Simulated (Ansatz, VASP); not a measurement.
## BiAu3: VASP beside Ansatz

```
Bi Au
1.0
     0.00000    3.48195    3.48195
     3.48195    0.00000    3.48195
     3.48195    3.48195    0.00000
Bi Au
1 3
Direct
  0.00000 0.00000 0.00000
  0.75000 0.75000 0.75000
  0.50000 0.50000 0.50000
  0.25000 0.25000 0.25000
```

Alike in both runs: functional PBE; k mesh 10 × 10 × 10; occupations gaussian, width 0.1 eV; no spin polarisation.

Ansatz relaxed the structure, and its values are those at the end. VASP's run is a single point on that final structure, the one shown.

```csv
,VASP,Ansatz
version,VASP 6.6.1,Ansatz 0.2.0
potentials or method,"VASP PAW PBE potentials, release 64 (Bi_d, Au)","scalar-relativistic, plane waves, PAW"
plane-wave cutoff (eV),520,420
valence electrons in the cell,48,72
```

|  | VASP | Ansatz | Ansatz less VASP |
| --- | --- | --- | --- |
| gap on the k mesh at the Fermi level (eV) | none | none | - |
| pressure (GPa) | -0.2 | 0.0 | +0.15 |

A gap of «none» marks a metal or a gap that the smearing closes. The two sets of potentials don't hold the same shells in valence.

Caveats: spin-orbit coupling is left out, which moves the levels of the heavy elements.
